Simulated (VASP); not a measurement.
```
TiC
1.0
    0.00000     2.20830     2.20830
    2.20830     0.00000     2.20830
    2.20830     2.20830     0.00000
Ti C
1 1
Direct
  0.00000   0.00000   0.00000
  0.50000   0.50000   0.50000
```

All values below come from PBE GGA + U (Dudarev), VASP's PBE PAW potentials (set 64) (plane waves; VASP). Run with 520 eV cut-off, 13×13×13 Γ-centred mesh, first-order Methfessel-Paxton smearing of 0.10 eV, potentials Ti_sv C, U − J: Ti 6.00 eV.

Question: Predict the energy per atom (σ→0), pressure, band gap (on the k-mesh) with the smallest direct gap where there is one.

Answer: 
```json
{
  "band gap (on the k-mesh)": "none (metal, semimetal or under 0.01 eV)",
  "energy per atom (σ→0)": "-7.204 eV/atom",
  "pressure": "2.10 GPa"
}
```

Total energies compare only between runs with the same potentials, cut-off and functional.

The compound is TiC in the rock salt structure. The cell was not relaxed at this level. The run is one of a series of settings (LDAU = .TRUE., LDAUJ = 0 0, LDAUL = 2 -1, LDAUTYPE = 2, LDAUU = 6.0 0 against the base run), some of them coarse on purpose.
